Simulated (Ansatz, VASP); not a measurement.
# Mg (Magnesium): VASP beside Ansatz, part 2 of 2

Wanted: the spread between two codes on one cell, functional and k mesh. The cell is taken from a series of runs on this material, whose earlier steps may have relaxed, scaled, displaced or heated it; both programs get it as it stands.

VASP 6.6.1 and Ansatz 0.2.0.

So far: The structure; VASP: zone-centre phonons, LDA, pair 1; Ansatz: zone-centre phonons, LDA, pair 1; Side by side.

## 5. VASP: zone-centre phonons, LDA, pair 2

Level of this step: LDA; plane waves and PAW (Mg) (VASP).

Second derivatives magnify differences that forces hide, and they need a tight electronic threshold. The cell compared in this pair holds 43.44 Å³, against 43.20 Å³ for the pair before.

The input, INCAR:

```
SYSTEM = Mg
PREC = Accurate
ENCUT = 600
EDIFF = 1E-08
NELM = 120
ISMEAR = 1
SIGMA = 0.2
LREAL = .FALSE.
ALGO = Normal
GGA = CA
NBANDS = 8
LORBIT = 11
LWAVE = .FALSE.
LCHARG = .FALSE.
ISIF = 2
IBRION = 8
LASPH = .TRUE.
GGA_COMPAT = .FALSE.
KPAR = 2
```

The input, POSCAR:

```
Mg
1.0
    3.1417807483      0.0000000000      0.0000000000
   -1.5708903741      2.7208619411      0.0000000000
    0.0000000000      0.0000000000      5.0818996385
Mg
2
Direct
    0.3333333309      0.6666666691      0.2500000000
    0.6666666691      0.3333333309      0.7500000000
```

The input, KPOINTS:

```
Automatic mesh
0
Gamma
15 15 8
0 0 0
```

PAW data sets: Mg (LDA family, release 64).

Launch:

```bash
$ mpirun -np 2 vasp_std
```

Numbers of over 12 decimals in the logs are rounded to 6 here.

The log of the run:

```text
[... set-up lines as in an earlier step ...]
 entering main loop
       N       E                     dE             d eps       ncg     rms          rms(c)
DAV:   1    -0.817445261464E+00   -0.81745E+00   -0.14331E+03  2160   0.401E+02
DAV:   2    -0.362508782481E+01   -0.28076E+01   -0.26745E+01  2928   0.236E+01
DAV:   3    -0.364081553537E+01   -0.15728E-01   -0.15723E-01  2936   0.226E+00
DAV:   4    -0.364084390204E+01   -0.28367E-04   -0.28367E-04  3016   0.830E-02
[...]
DAV:   9    -0.361988199891E+01    0.10346E-05   -0.68316E-07  2568   0.428E-03    0.596E-04
DAV:  10    -0.361988198511E+01    0.13800E-07   -0.23786E-09  3152   0.352E-04    0.117E-04
DAV:  11    -0.361988198546E+01   -0.34818E-09   -0.90625E-11  1680   0.774E-05
   1 F= -.36198820E+01 E0= -.36194721E+01  d E =-.122964E-02
 Linear response reoptimize wavefunctions to high precision
DAV:   1    -0.361988198546E+01   -0.33964E-11   -0.37165E-12  1944   0.107E-05
 Linear response DOF=           2
 Linear response progress:
  Degree of freedom:   1/  2
[...]
RMM:   8    -0.135678893668E-02    0.29590E-08    0.22417E-09 14241   0.277E-06    0.268E-07
 first order change of Fermi-energy   0.72082E-07
 force on displaced ion       1 direction 1 :  -0.752   0.000   0.000
 Linear response progress:
  Degree of freedom:   2/  2
       N       E                     dE             d eps       ncg     rms          rms(c)
RMM:   1    -0.138938294475E-01   -0.13894E-01   -0.77467E-02  6917   0.310E-01
RMM:   2    -0.426791376933E-02    0.96259E-02   -0.11590E-03  4747   0.399E-02    0.311E-02
RMM:   3    -0.414146810027E-02    0.12645E-03   -0.57396E-05  4773   0.129E-02    0.138E-02
RMM:   4    -0.416964277828E-02   -0.28175E-04   -0.14623E-05  4837   0.664E-03    0.519E-03
RMM:   5    -0.416891893985E-02    0.72384E-06   -0.33464E-06  4942   0.271E-03    0.243E-04
RMM:   6    -0.416899610896E-02   -0.77169E-07    0.50141E-07  5047   0.276E-04    0.139E-04
RMM:   7    -0.416919545299E-02   -0.19934E-06   -0.24460E-07  5021   0.800E-05    0.706E-06
RMM:   8    -0.416921638575E-02   -0.20933E-07   -0.45164E-08  5195   0.123E-05    0.258E-06
RMM:   9    -0.416920785376E-02    0.85320E-08   -0.20839E-08  4909   0.290E-06    0.774E-07
 first order change of Fermi-energy  -0.38085E-05
 force on displaced ion       1 direction 3 :   0.000   0.000  -2.885
 Linear response finished
```

OUTCAR, selected parts (step 5):

```text
  Total       -0.0890948     -0.0890948     -0.2713305     -0.0000000      0.0000000      0.0000000
  in kB       -3.2859022     -3.2859022    -10.0069265     -0.0000000      0.0000000      0.0000000
  external PRESSURE =      -5.5262436 kB  Pullay stress =       0.0000000 kB

 POSITION                                       TOTAL-FORCE (eV/Angst)
 -----------------------------------------------------------------------------------
     -0.00000      1.81391      1.27047         0.000000     -0.000000      0.000000
      1.57089      0.90695      3.81142        -0.000000      0.000000      0.000000
 -----------------------------------------------------------------------------------
    total drift:                                0.000000     -0.000000      0.000000

[... 1 part as in an earlier step ...]

[... 1 further part left out ...]
```

## 6. Ansatz: zone-centre phonons, LDA, pair 2

The same cell, functional (in two slightly different forms), mesh and smearing now go to Ansatz, which takes its cutoff from its data sets.

The cell is taken from a series of runs on this material, whose earlier steps may have relaxed, scaled, displaced or heated it; both programs get it as it stands.

The input, input.yaml:

```yaml
crystal:
  lattice:
    - [3.1417807483, 0.0, 0.0]
    - [-1.5708903741, 2.7208619411, 0.0]
    - [0.0, 0.0, 5.0818996385]
  atoms:
    - { symbol: Mg, position: [0.3333333309, 0.6666666691, 0.25] }
    - { symbol: Mg, position: [0.6666666691, 0.3333333309, 0.75] }
kpoints:
  mp_grid: { grid: [15, 15, 8] }
hamiltonian:
  xc: lda
  pseudopotentials: { kind: paw, azcp: { folder: soft_1 }, xc_functional: pbe }
scf:
  occupations: { method: methfessel_paxton, width: 0.2 }
output:
  eigenvalues: true
phonons:
  method: dfpt
```

Launch:

```bash
$ ansatz run input.yaml --threads 4 --pin off --max-ram 10240MiB --backend cpu --events-out ev --progress --plain --runs-dir out
```

The log of the run:

```text
[...]
Crystal: 2 atoms, lattice volume = 43.442 Å³
Basis set: ecut = 420 eV, 845 PW (Γ), exchange–correlation on 48×48×72 points (8 copies of the dense FFT grid, shifted against one another)
Bands: 14, of which v1, the nominal top of the filled ones, is band 10 counted from 1 (9 counted from 0)
Symmetry: 24 space group operations
k-points: 320 of 1800 (irreducible under 4 space group operations, time reversal used)
[...]
k-point 1: bands = [... 6 lower, -36.7951, -36.7951, -1.1899, 3.0781, 5.8759, 17.1090, 17.1090, 17.1209]
  k-point 2: bands = [... 6 lower, -36.7958, -36.7958, -0.9160, 1.9475, 7.4725, 15.1892, 17.3107, 17.3107]
  k-point 319: bands = [... 6 lower, -36.8039, -36.8039, 3.3983, 3.3983, 8.4096, 8.4096, 9.9203, 9.9203]
[...]
ASR residual: 3.319e-6 → 0.000e0 eV/Å²; symmetrization residual: 1.778e-10 eV/Å²
  ASR residual per site (eV/Å²): 3.32e-6 3.32e-6
  Γ frequencies (cm⁻¹): 0.00 0.00 0.00 129.23 129.23 253.25
[...]
[key lines of the parts left out:]
SCF converged after 7 iterations
Free energy (F): -3803.207569 eV
Fermi energy:    5.871485 eV
```

## 7. Comparison

What differs besides the data sets and the points named for the pairs above, as far as they apply: the data sets hold 20 valence electrons in Ansatz (on its PAW soft_1 files) and 4 in VASP. Total energies have different zeros and are not compared.

Compared:

```csv
quantity,Ansatz,VASP,difference
optical mode 1 to 2 (cm⁻¹),129.2,129.7,-0.35 %
optical mode 3 (cm⁻¹),253.2,254.1,-0.32 %
```

Modes are paired by rising frequency, not by their patterns, so a pair may set unlike modes beside each other; they are those without the splitting of longitudinal modes.

## 8. Results

* r.m.s. difference of the optical zone-centre modes, each program's sorted by frequency (zone-centre phonons, LDA, pair 1): 0.59 cm⁻¹
* r.m.s. difference of the optical zone-centre modes, each program's sorted by frequency (zone-centre phonons, LDA, pair 2): 0.60 cm⁻¹

In words: The r.m.s. difference of the optical zone-centre modes, each program's sorted by frequency is 0.59 cm⁻¹ (zone-centre phonons, LDA, pair 1). The data sets hold unlike numbers of valence electrons (20 in Ansatz and 4 in VASP), so part of the differences comes from the potentials. Such differences can come from data sets, numerical settings and the points named under the comparisons, not from the functional's error against experiment.

[Lines on the potential files, build, host, timing and source positions are cut from VASP's logs without a mark.]

[Logs are printed without paths, hosts, clocks, repeated set-up lines and the standing remarks that a program may print on its own settings, such as how far it seeks lower states.]

[Hosts, paths, dates, database ids (printed as entryN), source tags and the programs' standing remarks are cut or masked in the printed files.]
